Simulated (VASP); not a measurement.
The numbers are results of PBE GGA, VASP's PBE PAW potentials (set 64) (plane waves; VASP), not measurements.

VASP ran on this input.

### INCAR
```
SYSTEM  =  CaF2
PREC  =  Accurate; ENCUT  =  560; LREAL  =  .FALSE.
LASPH  =  .TRUE.
EDIFF  =  1E-09; NELM  =  100; ALGO  =  Normal
ISMEAR  =  0; SIGMA  =  0.01
GGA  =  PE
IBRION  =  2; NSW  =  50; ISIF  =  3
EDIFFG  =  -0.005
LWAVE  =  .FALSE.; LCHARG  =  .FALSE.
```

File KPOINTS:
```
kpoints
0
G
  14 14 14
0 0 0
```

POSCAR:
```
CaF2
1.0
  0.0000000000   2.7599560000   2.7599560000
  2.7599560000   0.0000000000   2.7599560000
  2.7599560000   2.7599560000   0.0000000000
Ca F
1 2
Cart
  0.0000000000   0.0000000000   0.0000000000
  4.1399340000   4.1399340000   4.1399340000
  1.3799780000   1.3799780000   1.3799780000
```

POTCAR, in this order: Ca_sv F (PBE.64 set). Program: vasp_std.

What will the output report for the number of irreducible k-points (NKPTS), largest plane-wave count, number of space-group operations, FFT grid (NGX, NGY, NGZ)?

* **number of irreducible k-points (NKPTS)**: 104
* **largest plane-wave count**: 1295
* **number of space-group operations**: 48
* **FFT grid (NGX, NGY, NGZ)**: 30 × 30 × 30

The structure comes from a computed database's CaF2 entry; how it stands against other phases isn't given here. This run relaxes it. Symmetry was kept, so distortions that lower it aren't found. The run is one of a series of settings (EDIFF = 1E-09, EDIFFG = -0.005, ENCUT = 560, IBRION = 2, ISIF = 3, NSW = 50, KPOINTS 14×14×14 Γ-centred mesh against the base run), some of them coarse on purpose.
